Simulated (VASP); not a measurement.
Consider the following.

```yaml
crystal:
  lattice:
    - [1.76753, -3.06146, 0.00000]
    - [1.76753, 3.06146, 0.00000]
    - [0.00000, 0.00000, 5.38358]
  atoms:
    - { symbol: Zr, position: [0.00000, 0.00000, 0.00000] }
    - { symbol: S, position: [0.33333, 0.66667, 0.27497] }
    - { symbol: S, position: [0.66667, 0.33333, 0.72503] }
```

Method: PBE GGA, VASP's PBE PAW potentials (set 64) (plane waves; VASP 6.6.1). Settings: 500 eV cut-off, 7×7×4 Γ-centred mesh, Gaussian smearing of 0.050 eV, potentials Zr_sv S.

Without a dispersion term in the relaxation, distances and binding between the weakly bound layers, chains or molecules are unreliable, and so is what depends on them.

Problem. Predict the energy per atom (σ→0), pressure.

Solution. 
```json
{
 "energy per atom (σ→0)": "-7030 meV/atom",
 "pressure": "100.6 kbar"
}
```

The compound is ZrS2 in the 1T layered structure. It was relaxed first under an external pressure of 10 GPa.
